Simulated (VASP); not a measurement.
Output of a VASP run:

OSZICAR:
```
       N       E                     dE             d eps       ncg     rms          rms(c)
DAV:   1     0.831341858224E+03    0.83134E+03   -0.29268E+04  1568   0.318E+03
DAV:   2     0.105533824470E+03   -0.72581E+03   -0.69785E+03  1368   0.768E+02
DAV:   3    -0.457594822450E+02   -0.15129E+03   -0.14580E+03  1369   0.221E+02
DAV:   4    -0.550353130355E+02   -0.92758E+01   -0.91565E+01  1553   0.628E+01
DAV:   5    -0.552247666087E+02   -0.18945E+00   -0.18923E+00  1470   0.974E+00    0.224E+01
DAV:   6    -0.614606607339E+02   -0.62359E+01   -0.85213E+01  1489   0.891E+01    0.300E+01
DAV:   7    -0.502716216937E+02    0.11189E+02   -0.29411E+01  1454   0.601E+01    0.342E+00
DAV:   8    -0.503645037764E+02   -0.92882E-01   -0.36628E+00  1602   0.114E+01    0.344E+00
DAV:   9    -0.502602295599E+02    0.10427E+00   -0.63046E-01  1530   0.726E+00    0.490E-01
DAV:  10    -0.502595744593E+02    0.65510E-03   -0.44113E-02  1467   0.203E+00    0.293E-01
DAV:  11    -0.502589149070E+02    0.65955E-03   -0.30719E-03  1896   0.460E-01    0.122E-01
DAV:  12    -0.502589358143E+02   -0.20907E-04   -0.29099E-04  1523   0.120E-01    0.416E-02
DAV:  13    -0.502589192150E+02    0.16599E-04   -0.44117E-05  1813   0.685E-02    0.699E-03
DAV:  14    -0.502589197953E+02   -0.58032E-06   -0.11154E-05  1294   0.182E-02    0.256E-03
DAV:  15    -0.502589198271E+02   -0.31780E-07   -0.75620E-07   714   0.845E-03
   1 F= -.50258920E+02 E0= -.50246963E+02  d E =-.239142E-01
```

OUTCAR:
```
------------------------ aborting loop because EDIFF is reached ----------------------------------------
  FORCE on cell =-STRESS in cart. coord.  units (eV):
  Direction    XX          YY          ZZ          XY          YZ          ZX
  --------------------------------------------------------------------------------------
  Total       -5.1572707     -5.0855486     -4.3549659      0.0000000      0.0000000      0.0000000
  in kB      -77.8513546    -76.7686775    -65.7401980      0.0000000      0.0000000      0.0000000
  external PRESSURE =     -73.4534100 kB  Pullay stress =       0.0000000 kB
  volume of cell :      106.14
      direct lattice vectors                 reciprocal lattice vectors
     5.329650000  0.000000000  0.000000000     0.187629582  0.000000000  0.000000000
     0.000000000  3.450920000  0.000000000     0.000000000  0.289777798  0.000000000
     0.000000000  0.000000000  5.770730000     0.000000000  0.000000000  0.173288301
 POSITION                                       TOTAL-FORCE (eV/Angst)
 -----------------------------------------------------------------------------------
      2.69435      0.86273      3.98602         0.007380      0.000000     -0.003357
      2.63530      2.58819      1.78471        -0.007380      0.000000      0.003357
      5.30012      2.58819      1.10065        -0.007380      0.000000     -0.003357
      0.02953      0.86273      4.67008         0.007380     -0.000000      0.003357
      3.67565      0.86273      0.50194         0.093707     -0.000000      0.046157
      1.65400      2.58819      5.26879        -0.093707      0.000000     -0.046157
      4.31883      2.58819      3.38730        -0.093707      0.000000      0.046157
      1.01082      0.86273      2.38343         0.093707      0.000000     -0.046157
 -----------------------------------------------------------------------------------
    total drift:                                0.000000     -0.000000      0.000000
  FREE ENERGIE OF THE ION-ELECTRON SYSTEM (eV)
  ---------------------------------------------------
  free  energy   TOTEN  =       -50.2589198271 eV

  energy  without entropy=      -50.2350056240  energy(sigma->0) =      -50.24696273
```
(Selected blocks of OUTCAR.)

File POSCAR:
```
NiGe
1
    5.3296500000     0.0000000000     0.0000000000
    0.0000000000     3.4509200000     0.0000000000
    0.0000000000     0.0000000000     5.7707300000
Ni Ge
4 4
Direct
  0.5055400000   0.2500000000   0.6907300000
  0.4944600000   0.7500000000   0.3092700000
  0.9944600000   0.7500000000   0.1907300000
  0.0055400000   0.2500000000   0.8092700000
  0.6896600000   0.2500000000   0.0869800000
  0.3103400000   0.7500000000   0.9130200000
  0.8103400000   0.7500000000   0.5869800000
  0.1896600000   0.2500000000   0.4130200000
```

**Question.** Write an INCAR and KPOINTS that could have produced this output.

**Answer.** One answer among several that fit: the input of the run itself, LDA (Ceperley-Alder, Perdew-Zunger), plane waves, VASP's LDA PAW potentials (set 64).

KPOINTS:
```
Automatic mesh
0
Gamma
3 5 3
0.5 0.5 0.5
```

INCAR:
```
! general
SYSTEM =NiGe
PREC   =Accurate
ENCUT  =300
LREAL  =F
LASPH  =T   ! aspherical one-centre terms

! electronic loop
EDIFF  =1E-6   ! SCF stop (eV)
NELM   =100   ! most electronic steps
ALGO   =Normal   ! blocked Davidson
LMAXMIX=4   ! l cut-off of mixed one-centre charges

! smearing
ISMEAR =-1   ! Fermi-Dirac
SIGMA  =0.05

! ions
ISIF   =2   ! forces and stress, cell fixed

! output
LWAVE  =F
LCHARG =F
```

POTCAR, in this order: Ni Ge_d (LDA.64 set). Program: vasp_std.

At this cut-off the stress carries a Pulay error, which pulls relaxed volumes low.

The structure comes from a computed database's NiGe entry; how it stands against other phases isn't given here. The cell was not relaxed at this level. The k-mesh is coarse (spacing up to 0.39 per Å, 2π included), so the numbers may not be converged in it. The run is not spin-polarised, so no magnetic state was tried.
